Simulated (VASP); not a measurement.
VASP ran on this input.

File KPOINTS:
```
K-points
0
Gamma
10 10 6
```

**INCAR**
```
SYSTEM = ZnO
PREC = Accurate
ENCUT = 520
EDIFF = 1E-7
NELM = 100
ALGO = Normal
LREAL = .FALSE.
LASPH = .TRUE.
ISMEAR = -5
GGA = PE
LMAXMIX = 4
LWAVE = .FALSE.
LCHARG = .TRUE.
LORBIT = 11
NEDOS = 601
ISIF = 2
```

### POSCAR
```
ZnO
1
    1.6430867183    -2.8459101297     0.0000000000
    1.6430867183     2.8459101297     0.0000000000
    0.0000000000     0.0000000000     5.3069657218
Zn O
2 2
Direct
  0.6666670000   0.3333330000   0.5014449356
  0.3333330000   0.6666670000   0.0014449356
  0.6666670000   0.3333330000   0.8805550644
  0.3333330000   0.6666670000   0.3805550644
```

POTCAR, in this order: Zn O (PBE.64 set). Program: vasp_std.

Write an equivalent input for Ansatz.

One equivalent input (not run):
Ansatz 0.2 input:
```yaml
crystal:
  lattice:
    - [1.6430867, -2.8459101, 0.0000000]
    - [1.6430867, 2.8459101, 0.0000000]
    - [0.0000000, 0.0000000, 5.3069657]
  atoms:
    - { symbol: Zn, position: [0.6666670, 0.3333330, 0.5014449] }
    - { symbol: Zn, position: [0.3333330, 0.6666670, 0.0014449] }
    - { symbol: O, position: [0.6666670, 0.3333330, 0.8805551] }
    - { symbol: O, position: [0.3333330, 0.6666670, 0.3805551] }
kpoints:
  mp_grid: { grid: [10, 10, 6] }
hamiltonian:
  xc: pbe
  pseudopotentials: { kind: paw }
scf:
  occupations: { method: tetrahedron }
  max_iter: 100
output: { forces: true, stress: true, eigenvalues: true }
```
What does not carry over: each code has its own PAW files, so the cut-off isn't converted (ENCUT is set for VASP's; basis.ecutwfc is left out, and Ansatz then takes the one that its files recommend); Ansatz stops its SCF on the density residual and VASP on the energy change (EDIFF).

The compound is ZnO in the wurtzite structure. It was relaxed first.
